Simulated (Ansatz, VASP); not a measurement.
One calculation of NaGeCl3, two programs

```
CELL_PARAMETERS angstrom
5.39851 0.00000 0.00000
0.00000 5.39851 0.00000
0.00000 0.00000 5.39851
ATOMIC_POSITIONS crystal
Na 0.00000 0.00000 0.00000
Ge 0.50000 0.50000 0.50000
Cl 0.50000 0.50000 0.00000
Cl 0.50000 0.00000 0.50000
Cl 0.00000 0.50000 0.50000
```

Change from the starting cell: hydrostatic strain +4.0%.

Alike in both runs: task single point; functional PBE; k mesh 6 × 6 × 6; occupations fermi-dirac, width 0.02 eV; no spin polarisation.

|  | VASP | Ansatz |
| --- | --- | --- |
| version | VASP 6.6.1 | Ansatz 0.2.0 |
| potentials or method | VASP PAW PBE potentials, release 64 (Na_pv, Ge_d, Cl) | plane waves, PAW |
| plane-wave cutoff (eV) | 520 | 420 |
| valence electrons in the cell | 42 | 44 |

```tsv
	VASP	Ansatz	Ansatz less VASP
gap on the k mesh at the Fermi level (eV)	1.25	1.25	-0.003
pressure (GPa)	-2.2	-2.1	+0.03
```

The functional is the same, so the differences come from potentials, cutoffs and numerics. The two sets of potentials don't hold the same shells in valence.

A k mesh can miss the band edges.
